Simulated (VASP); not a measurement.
Here is the system:

```
TiSb
1.0
    0.00000     3.11920     3.11920
    3.11920     0.00000     3.11920
    3.11920     3.11920     0.00000
Ti Sb
1 1
Direct
  0.00000   0.00000   0.00000
  0.25000   0.25000   0.25000
```

Level of theory: r2SCAN meta-GGA, VASP's PBE PAW potentials (set 64) (plane waves; VASP 6.6.1). Settings: 400 eV cut-off, 11×11×11 Γ-centred mesh, tetrahedra with Blöchl corrections, potentials Ti_sv Sb.

Unless said otherwise, spin-orbit coupling is left out, though it shifts the bands of the heavy elements here.

Problem. Predict the energy per atom (σ→0), band gap (over mesh and band path) with the smallest direct gap where there is one.

Solution. 
The band gap (over mesh and band path) comes out as none (metal, semimetal or under 0.01 eV) and the energy per atom (σ→0) comes out as -19.185 eV/atom.

Only differences to runs with the same potentials and settings are physical.

The structure was generated: TiSb was put into the zinc blende type (F-43m), which need not be its known phase. It was relaxed first, which changed the volume by -26 %. The electron count is odd and the run is not spin-polarised, which forces a metal.
